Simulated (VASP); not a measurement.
OSZICAR of a VASP run on Al (fcc):

### OSZICAR
```
       N       E                     dE             d eps       ncg     rms          rms(c)
DAV:   1    -0.194086195070E+01   -0.19409E+01   -0.80481E+02  1160   0.297E+02
DAV:   2    -0.374297571294E+01   -0.18021E+01   -0.16589E+01  1425   0.284E+01
DAV:   3    -0.376051281017E+01   -0.17537E-01   -0.17279E-01  1365   0.310E+00
DAV:   4    -0.376056405988E+01   -0.51250E-04   -0.51248E-04  1440   0.171E-01
DAV:   5    -0.376056436312E+01   -0.30324E-06   -0.30272E-06  1355   0.111E-02    0.130E+00
DAV:   6    -0.374734412113E+01    0.13220E-01   -0.17540E-03  1250   0.316E-01    0.754E-01
DAV:   7    -0.373771203966E+01    0.96321E-02   -0.52462E-03  1245   0.512E-01    0.145E-01
DAV:   8    -0.373770726604E+01    0.47736E-05   -0.24512E-05  1310   0.527E-02    0.663E-03
DAV:   9    -0.373770584508E+01    0.14210E-05   -0.98114E-07  1270   0.678E-03    0.121E-03
DAV:  10    -0.373770543953E+01    0.40554E-06   -0.54684E-09   730   0.801E-04
   1 F= -.37377054E+01 E0= -.37378290E+01  d E =-.373771E+01
       N       E                     dE             d eps       ncg     rms          rms(c)
DAV:   1    -0.373819824565E+01   -0.49240E-03   -0.75565E-03  1330   0.550E-01    0.726E-02
DAV:   2    -0.373816731782E+01    0.30928E-04   -0.46998E-05  1130   0.592E-02    0.270E-02
DAV:   3    -0.373814671191E+01    0.20606E-04   -0.69373E-06  1330   0.165E-02    0.839E-03
DAV:   4    -0.373814562969E+01    0.10822E-05   -0.64631E-07   745   0.506E-03    0.460E-03
DAV:   5    -0.373814569553E+01   -0.65836E-07   -0.37456E-08   620   0.171E-03
   2 F= -.37381457E+01 E0= -.37382682E+01  d E =-.440256E-03
       N       E                     dE             d eps       ncg     rms          rms(c)
DAV:   1    -0.373816070964E+01   -0.15080E-04   -0.15959E-04  1315   0.798E-02    0.108E-02
DAV:   2    -0.373815983057E+01    0.87906E-06   -0.97807E-07   985   0.863E-03
   3 F= -.37381598E+01 E0= -.37382838E+01  d E =-.454391E-03
```

Q: Which electronic solver shows in the log?

A: It is blocked Davidson (ALGO = Normal, or the opening steps of other solvers). The INCAR had ALGO = Normal.

Q: Can the final energy be trusted as converged?

A: The calculation finished and met its thresholds. It stopped with EDIFF = 1E-6, NELM = 100, NSW = 60 and EDIFFG = -0.01 after 3 ionic steps (PBE GGA, plane waves, VASP's PBE PAW potentials (set 64)).

The compound is Al in the fcc structure. This run relaxes it. Symmetry was kept, so distortions that lower it aren't found.
